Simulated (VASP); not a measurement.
All values below come from PBE GGA, VASP's PBE PAW potentials (set 64) (plane waves; VASP 6.6.1).

Input for VASP

KPOINTS:
```
Automatic mesh
0
Gamma
3 3 3
0 0 0
```

### INCAR
```
SYSTEM = LaGe2
PREC = Accurate; ENCUT = 300; LREAL = .FALSE.
LASPH = .TRUE.
EDIFF = 1E-6; NELM = 100; ALGO = Normal
LMAXMIX = 6
ISMEAR = 0; SIGMA = 0.1
GGA = PE
ISIF = 2
LWAVE = .FALSE.; LCHARG = .FALSE.
```

File POSCAR:
```
LaGe2
1
    0.0000000000     4.8402700000     5.0061970000
    2.8103320000     0.0000000000     5.0061970000
    2.8103320000     4.8402700000     0.0000000000
Ge La
4 2
Direct
  0.6756290000   0.3401290000   0.6459290000
  0.3269780000   0.6478310000   0.3450080000
  0.5767900000   0.9244930000   0.6008040000
  0.9114220000   0.5832780000   0.9121160000
  0.0018970000   0.0063370000  -0.0000940000
  0.2572840000   0.2479320000   0.2462370000
```

POTCAR, in this order: Ge_d La (PBE.64 set). Program: vasp_std.

At this cut-off the stress carries a Pulay error, which pulls relaxed volumes low.

What does the run give for the energy per atom (σ→0), pressure, largest force, band gap (on the k-mesh)?

```json
{
 "energy per atom (σ→0)": "-4.898 eV/atom",
 "band gap (on the k-mesh)": "none (metal, semimetal or under 0.01 eV)",
 "pressure": "52.6 kbar",
 "largest_force": "1.086 eV/Å"
}
```

OSZICAR:
```
...
DAV:   9    -0.294026479093E+02   -0.98366E-03   -0.11258E-02  2216   0.169E+00    0.118E-01
DAV:  10    -0.294030211570E+02   -0.37325E-03   -0.34042E-03  1928   0.861E-01    0.457E-02
DAV:  11    -0.294031222278E+02   -0.10107E-03   -0.10718E-03  2104   0.581E-01    0.176E-02
DAV:  12    -0.294031595901E+02   -0.37362E-04   -0.44744E-04  2192   0.348E-01    0.101E-02
DAV:  13    -0.294031773589E+02   -0.17769E-04   -0.19003E-04  1864   0.113E-01    0.425E-03
DAV:  14    -0.294031787207E+02   -0.13619E-05   -0.19744E-05  1552   0.748E-02    0.161E-03
DAV:  15    -0.294031790817E+02   -0.36097E-06   -0.48632E-06  1392   0.311E-02
   1 F= -.29403179E+02 E0= -.29386359E+02  d E =-.336409E-01
```

The structure was generated: LaGe2 was put into an ordered model structure, which need not be its known phase. The cell was not relaxed at this level, atoms are displaced from their ideal sites. The k-mesh is coarse (spacing up to 0.48 per Å, 2π included), so the numbers may not be converged in it.
